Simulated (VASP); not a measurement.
Input of a VASP 6.6.1 run:

The input INCAR:

```
PREC = Accurate ; ENCUT = 520
EDIFF = 1E-6 ; ISMEAR = 0
SIGMA = 0.05 ; LREAL = False
LASPH = True ; NELM = 80
ALGO = Normal ; ISIF = 2
LWAVE = False ; LCHARG = False
ISPIN = 2 ; MAGMOM = 0.5 -0.5 0 0 0 0
LORBIT = 11 ; LMAXMIX = 4
LDAU = True ; LDAUTYPE = 2
LDAUL = 2 -1 ; LDAUU = 2 0
LDAUJ = 0 0 ; LDAUPRINT = 1
GGA = PS ; NBANDS = 39
```

The input KPOINTS:

```
Automatic mesh
0
Gamma
  8 8 2
```

Contents of POSCAR:

```
WSe2
1.0
    3.2899988200      0.0000000000      0.0000000000
   -1.6449994100      2.8492225500      0.0000000000
    0.0000000000      0.0000000000     12.9700014400
W Se
2 4
Direct
    0.3333333333      0.6666666667      0.2500000000
    0.6666666667      0.3333333333      0.7500000000
    0.3333333333      0.6666666667      0.6210000000
    0.6666666667      0.3333333333      0.1210000000
    0.3333333333      0.6666666667      0.8790000000
    0.6666666667      0.3333333333      0.3790000000
```

Potentials or basis: VASP PAW PBE potentials, release 64 (W_sv, Se).

Command:

```console
$ cat potpaw_PBE.64/W_sv/POTCAR potpaw_PBE.64/Se/POTCAR > POTCAR
$ mpirun -np 1 vasp_std > vasp.out
```

**Question.** Estimate the largest force.

**Answer.** 0.094 eV/Å.

**Question.** Estimate the band gap on the k mesh.

**Answer.** 1.05 eV, indirect (least direct gap 1.87 eV).

Eigenvalues of the final occupation matrices:
| site | spin | trace | eigenvalues |
| --- | --- | --- | --- |
| site 1 d | 1 | 1.69 | 0.33 0.33 0.34 0.34 0.36 |
| site 1 d | 2 | 1.69 | 0.33 0.33 0.34 0.34 0.36 |
| site 2 d | 1 | 1.69 | 0.33 0.33 0.34 0.34 0.36 |
| site 2 d | 2 | 1.69 | 0.33 0.33 0.34 0.34 0.36 |

Caveat: the PAW data sets were made with another functional, which shifts forces and pressure a little; spin-orbit coupling is left out, which moves the levels of the heavy elements. The state reached can hang on the start; a lower one may exist.

**The experiment to reproduce.**

“Time-resolved XUV ARPES with tunable 24–33 eV laser pulses at 30 meV resolution”, 2019, pmc:6684652 reports, for a bulk crystal of WSe2: band gap 1.3 eV (indirect).

Against the measured gap of WSe2, 1.3 eV (indirect; “Time-resolved XUV ARPES with tunable 24–33 eV laser pulses at 30 meV resolution”, 2019, pmc:6684652), the calculated 1.05 eV is off by -0.25 eV. Spin-orbit coupling on Se, W is left out. The value is that of PBEsol+U on a finite k mesh, which can miss the band edges, without temperature or zero-point motion.
